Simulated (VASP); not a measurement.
A run of VASP 6.6.1 is set up as follows.

Contents of INCAR:

```
SYSTEM = Al
ALGO = Fast
AMIX = 0.2
EDIFF = 1E-7
EDIFFG = -0.002
ENCUT = 520
GGA = PE
IBRION = 2
ISIF = 3
ISMEAR = 0
LASPH = .True.
LCHARG = .False.
LREAL = .False.
LWAVE = .False.
NELM = 100
NSW = 80
PREC = Accurate
SIGMA = 0.1
```

Contents of KPOINTS:

```
k-points
0
Gamma
  18 18 18
  0 0 0
```

File POSCAR:

```
Al
1.0
    0.0000000000      2.0248050000      2.0248050000
    2.0248050000      0.0000000000      2.0248050000
    2.0248050000      2.0248050000      0.0000000000
Al
1
Direct
    0.0000000000      0.0000000000      0.0000000000
```

Potentials or basis: VASP PAW PBE potentials, release 64 (Al).

The run is started by

```bash
$ cat potpaw_PBE.64/Al/POTCAR > POTCAR
$ mpirun -np 1 vasp_std > vasp.out
```

(1) Predict the space group after relaxing (to 0.05 Å).

(2) Estimate the relaxed volume.

Results:

(1) Fm-3m (No. 225).

(2) 16.49 Å³/atom.
